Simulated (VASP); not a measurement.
## Lattice vibrations of YSe

How does the lattice of YSe vibrate? The start is a cell from a database of measured crystal structures.

Program: VASP 6.6.1. Level of theory: PBEsol; plane waves and PAW (Y_sv, Se). Results are calculated unless marked as measured.

This is a report of a sequence of runs, with most program output left out.

### 1. Starting point

The structure is cubic, space group Fm-3m (No. 225). Conventional cell: a = 5.703 Å, b = 5.703 Å, c = 5.703 Å, α = 90.00°, β = 90.00°, γ = 90.00°. Nearest to Y lie 6 Se at 2.85 Å. Nearest to Se lie 6 Y at 2.85 Å. Farther neighbours and most contacts between anions are not listed.

As a file:

```
Y Se
1.0
     0.00000    2.85150    2.85150
     2.85150    0.00000    2.85150
     2.85150    2.85150    0.00000
Y Se
1 1
Direct
  0.50000 0.50000 0.50000
  0.00000 0.00000 0.00000
```

### 2. Relax the host

Cell and atoms are relaxed first, so that later runs start from this functional's own cell.

The input, INCAR:

```
SYSTEM = YSe
PREC = Accurate
ENCUT = 350
EDIFF = 1E-06
NELM = 120
ISMEAR = 0
SIGMA = 0.05
LREAL = .FALSE.
ALGO = Normal
GGA = PS
NBANDS = 14
LASPH = .TRUE.
LORBIT = 11
LWAVE = .FALSE.
LCHARG = .FALSE.
KPAR = 4
IBRION = 2
NSW = 40
ISIF = 3
EDIFFG = -0.02
POTIM = 0.4
```

The input, POSCAR:

```
YSe
1.0
    0.0000000000      2.8515000000      2.8515000000
    2.8515000000      0.0000000000      2.8515000000
    2.8515000000      2.8515000000      0.0000000000
Y Se
1 1
Direct
    0.5000000000      0.5000000000      0.5000000000
    0.0000000000      0.0000000000      0.0000000000
```

The input, KPOINTS:

```
Automatic mesh
0
Gamma
6 6 6
0 0 0
```

The projector-augmented-wave data sets are Y_sv and Se (PBE family, release 64).

Started as:

```bash
mpirun -np 4 vasp_std
```

It took 39 s on 4 MPI ranks of AMD EPYC 7R43, shared host; peak memory 0.52 GiB.

This run has no spin polarisation. Its electron count is odd, so without a moment it is a metal by construction. The k-mesh is coarse for a metal. The PAW data sets were made with PBE, which is usual practice but a small mismatch for other functionals. The run keeps the 48 symmetry operations of its start, so it cannot find a distortion of lower symmetry.

The steps of the relaxation:

| step | energy less that of the first step (eV) | largest force (eV/Å) | pressure (GPa) | volume (Å³) |
| --- | --- | --- | --- | --- |
| 1 | 0.0000 | 0.0000 | -0.57 | 46.37 |
| 2 | -0.0005 | 0.0000 | 0.26 | 45.93 |
| 3 | -0.0006 | 0.0000 | 0.00 | 46.06 |

| conventional cell, symmetrised | before | after | change |
| --- | --- | --- | --- |
| a (Å) | 5.703 | 5.690 | -0.2 % |
| b (Å) | 5.703 | 5.690 | -0.2 % |
| c (Å) | 5.703 | 5.690 | -0.2 % |
| volume (Å³/atom) | 23.19 | 23.03 | -0.7 % |

The relaxed structure:

```xyz
2
Lattice="0.0000 2.8451 2.8451 2.8451 0.0000 2.8451 2.8451 2.8451 0.0000" Properties=species:S:1:pos:R:3 pbc="T T T"
Y     2.8451    2.8451    2.8451
Se    0.0000    0.0000    0.0000
```

This step gave:

```yaml
electronic_cycles: 27
electrons: 17
free_energy_toten: -14.41 eV
energy_at_zero_smearing: -14.41 eV
fermi_energy: 6.057 eV
pressure: -7.46e-4 GPa
labelled_metallic_from_the_levels_on_this_mesh: yes
```

The run ended after 3 ionic steps, 0.001 eV below its first step, once forces and stress met EDIFFG = -0.02.

### 3. Tight relaxation

Force constants are second derivatives, so residual forces and stress must first be far smaller than in an ordinary relaxation. Smearing and mesh differ from the relaxation before, which can move the cell too.

The input, INCAR:

```
SYSTEM = YSe
PREC = Accurate
ENCUT = 350
EDIFF = 1E-08
NELM = 120
ISMEAR = 1
SIGMA = 0.2
LREAL = .FALSE.
ALGO = Fast
GGA = PS
NBANDS = 14
LASPH = .TRUE.
LORBIT = 11
LWAVE = .FALSE.
LCHARG = .FALSE.
KPAR = 4
IBRION = 1
NSW = 30
ISIF = 3
EDIFFG = -0.002
POTIM = 0.4
```

The input, POSCAR:

```
YSe
1.0
    0.0000000000      2.8451050849      2.8451050849
    2.8451050849      0.0000000000      2.8451050849
    2.8451050849      2.8451050849      0.0000000000
Y Se
1 1
Direct
    0.5000000000      0.5000000000      0.5000000000
    0.0000000000      0.0000000000      0.0000000000
```

The input, KPOINTS:

```
Automatic mesh
0
Gamma
10 10 10
0 0 0
```

Started as:

```bash
mpirun -np 4 vasp_std
```

It took 60 s on 4 MPI ranks; peak memory 0.57 GiB.

Little changed from the start: no atom moved by 0.005 Å and no cell edge by 0.1 %.

This step gave:

```yaml
electronic_cycles: 24
free_energy_toten: -14.38 eV
energy_at_zero_smearing: -14.38 eV
fermi_energy: 6.085 eV
pressure: 0.001874 GPa
```

The start already met the threshold, so nothing moved.

### 4. Force constants in the supercell

System of this step: YSe. The cell holds 54 atoms: 27 Y and 27 Se. Its edges and angles: a = 12.071 Å, b = 12.071 Å, c = 12.071 Å, α = 60.0°, β = 60.0°, γ = 60.0°. It derives from YSe.

Each independent atom is moved by 0.015 Å both ways; the forces give the force constants out to half the supercell.

The input, INCAR:

```
SYSTEM = YSe
PREC = Accurate
ENCUT = 350
EDIFF = 1E-07
NELM = 120
ISMEAR = 1
SIGMA = 0.2
LREAL = Auto
ALGO = Fast
GGA = PS
LASPH = .TRUE.
LWAVE = .FALSE.
LCHARG = .FALSE.
KPAR = 4
IBRION = 6
NSW = 1
NFREE = 2
POTIM = 0.015
ISIF = 0
ADDGRID = .TRUE.
```

The input, POSCAR:

```
YSe
1.0
    0.0000000000      8.5353152547      8.5353152547
    8.5353152547      0.0000000000      8.5353152547
    8.5353152547      8.5353152547      0.0000000000
Y Se
27 27
Direct
    0.1666666667      0.1666666667      0.1666666667
    0.1666666667      0.1666666667      0.5000000000
    0.1666666667      0.1666666667      0.8333333333
    0.1666666667      0.5000000000      0.1666666667
    0.1666666667      0.5000000000      0.5000000000
    0.1666666667      0.5000000000      0.8333333333
    0.1666666667      0.8333333333      0.1666666667
    0.1666666667      0.8333333333      0.5000000000
    0.1666666667      0.8333333333      0.8333333333
    0.5000000000      0.1666666667      0.1666666667
    0.5000000000      0.1666666667      0.5000000000
    0.5000000000      0.1666666667      0.8333333333
    0.5000000000      0.5000000000      0.1666666667
    0.5000000000      0.5000000000      0.5000000000
    0.5000000000      0.5000000000      0.8333333333
    0.5000000000      0.8333333333      0.1666666667
    0.5000000000      0.8333333333      0.5000000000
    0.5000000000      0.8333333333      0.8333333333
    0.8333333333      0.1666666667      0.1666666667
    0.8333333333      0.1666666667      0.5000000000
    0.8333333333      0.1666666667      0.8333333333
    0.8333333333      0.5000000000      0.1666666667
    0.8333333333      0.5000000000      0.5000000000
    0.8333333333      0.5000000000      0.8333333333
    0.8333333333      0.8333333333      0.1666666667
    0.8333333333      0.8333333333      0.5000000000
    0.8333333333      0.8333333333      0.8333333333
    0.0000000000      0.0000000000      0.0000000000
    0.0000000000      0.0000000000      0.3333333333
    0.0000000000      0.0000000000      0.6666666667
    0.0000000000      0.3333333333      0.0000000000
    0.0000000000      0.3333333333      0.3333333333
    0.0000000000      0.3333333333      0.6666666667
    0.0000000000      0.6666666667      0.0000000000
    0.0000000000      0.6666666667      0.3333333333
    0.0000000000      0.6666666667      0.6666666667
    0.3333333333      0.0000000000      0.0000000000
    0.3333333333      0.0000000000      0.3333333333
    0.3333333333      0.0000000000      0.6666666667
    0.3333333333      0.3333333333      0.0000000000
    0.3333333333      0.3333333333      0.3333333333
    0.3333333333      0.3333333333      0.6666666667
    0.3333333333      0.6666666667      0.0000000000
    0.3333333333      0.6666666667      0.3333333333
    0.3333333333      0.6666666667      0.6666666667
    0.6666666667      0.0000000000      0.0000000000
    0.6666666667      0.0000000000      0.3333333333
    0.6666666667      0.0000000000      0.6666666667
    0.6666666667      0.3333333333      0.0000000000
    0.6666666667      0.3333333333      0.3333333333
    0.6666666667      0.3333333333      0.6666666667
    0.6666666667      0.6666666667      0.0000000000
    0.6666666667      0.6666666667      0.3333333333
    0.6666666667      0.6666666667      0.6666666667
```

The input, KPOINTS:

```
Automatic mesh
0
Gamma
3 3 3
0 0 0
```

Started as:

```bash
mpirun -np 4 vasp_std
```

Run time: 3.2 h. Hardware: 4 MPI ranks.

The run was stopped at its time limit, so it gives no result of its own.

### 5. Results

| Property | Result |
| --- | --- |
| result | none |

In words: The session ends without its result: «force constants in the supercell» met its time limit.

[Lines on the potential files, build, host, timing and source positions are cut from VASP's logs without a mark.]

[Logs are printed without paths, hosts, clocks, repeated set-up lines and the standing remarks that a program may print on its own settings, such as how far it seeks lower states.]

[Hosts, paths, dates, database ids (printed as entryN), source tags and the programs' standing remarks are cut or masked in the printed files.]

[Runs that stopped without an error message from VASP are left out.]
